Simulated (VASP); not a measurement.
Here is the system:

```xyz
2
Lattice="0.0000 2.2618 2.2618 2.2618 0.0000 2.2618 2.2618 2.2618 0.0000" Properties=species:S:1:pos:R:3 pbc="T T T"
Sn     0.0000     0.0000     0.0000
C      2.2618     2.2618     2.2618
```

Computed with PBEsol GGA, VASP's PBE PAW potentials (set 64) (plane waves; VASP). Run with 620 eV cut-off, 14×14×14 Γ-centred mesh, first-order Methfessel-Paxton smearing of 0.10 eV, potentials Sn_d C.

Unless said otherwise, spin-orbit coupling is left out, though it shifts the bands of the heavy elements here.

### Question
Predict the energy per atom (σ→0), pressure, band gap (on the k-mesh) with the smallest direct gap where there is one.

### Answer

| Quantity | Value |
|---|---|
| band gap (on the k-mesh) | none (metal, semimetal or under 0.01 eV) |
| energy per atom (σ→0) | -5.596 eV/atom |
| pressure | 29.85 GPa |

The structure was generated: SnC was put into the rock salt type (Fm-3m), which need not be its known phase. It was relaxed first under an external pressure of 30 GPa.
